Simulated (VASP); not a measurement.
Input:

```
CELL_PARAMETERS angstrom
      2.79515     0.00000     0.00000
      0.00000     2.79515     0.00000
      0.00000     0.00000     2.79515
ATOMIC_POSITIONS crystal
  Al 0.00000 0.00000 0.00000
  Co 0.50000 0.50000 0.50000
```

These are PBE GGA, VASP's PBE PAW potentials (set 64) (plane waves; VASP 6.6.1) values and carry that method's errors. Numerical set-up: 300 eV cut-off, 9×9×9 Γ-centred mesh, Gaussian smearing of 0.27 eV, potentials Al Co.

At this cut-off the stress carries a Pulay error, which pulls relaxed volumes low.

### Question
Predict the energy per atom (σ→0), pressure, band gap (on the k-mesh) with the smallest direct gap where there is one.

### Answer

```
Item                                                         Value
------------------------  ----------------------------------------
band gap (on the k-mesh)  none (metal, semimetal or under 0.01 eV)
energy per atom (σ→0)                               -5.970 eV/atom
pressure                                                 12.37 GPa
```

Only differences to runs with the same potentials and settings are physical.

The structure comes from a computed database's AlCo entry; how it stands against other phases isn't given here. The cell was not relaxed at this level. The run is not spin-polarised, so no magnetic state was tried.
